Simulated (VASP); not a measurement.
Input:

```
AlNi3
1.0
    3.55297     0.00000     0.00000
    0.00000     3.55297     0.00000
    0.00000     0.00000     3.55297
Al Ni
1 3
Direct
  0.00000   0.00000   0.00000
  0.00000   0.50000   0.50000
  0.50000   0.00000   0.50000
  0.50000   0.50000   0.00000
```
Starting moments (μB, in the order of the record's atoms Al Ni Ni Ni): 0.0 0.3 0.3 0.3.

Computed with r2SCAN+rVV10, VASP's PBE PAW potentials (set 64) (plane waves; VASP). Run with 520 eV cut-off, 9×9×9 Γ-centred mesh, first-order Methfessel-Paxton smearing of 0.10 eV, potentials Al Ni.

### Question
Predict the cell moment, energy per atom (σ→0), pressure, band gap (on the k-mesh) with the smallest direct gap where there is one.

### Answer

```
Property                                                     Value
------------------------  ----------------------------------------
band gap (on the k-mesh)  none (metal, semimetal or under 0.01 eV)
cell moment                                                0.92 μB
energy per atom (σ→0)                              -10.870 eV/atom
pressure                                                 -5.59 GPa
```

### Question
Give the moment on each site (PAW-sphere projection).

### Answer

```
site  moment (μB)
----  -----------
Al1         -0.02
Ni2          0.35
Ni3          0.35
Ni4          0.35
```

Only differences to runs with the same potentials and settings are physical.

The compound is Ni3Al in the L1_2 structure. This cell is one point of a volume scan, at 1.03 of the reference volume.
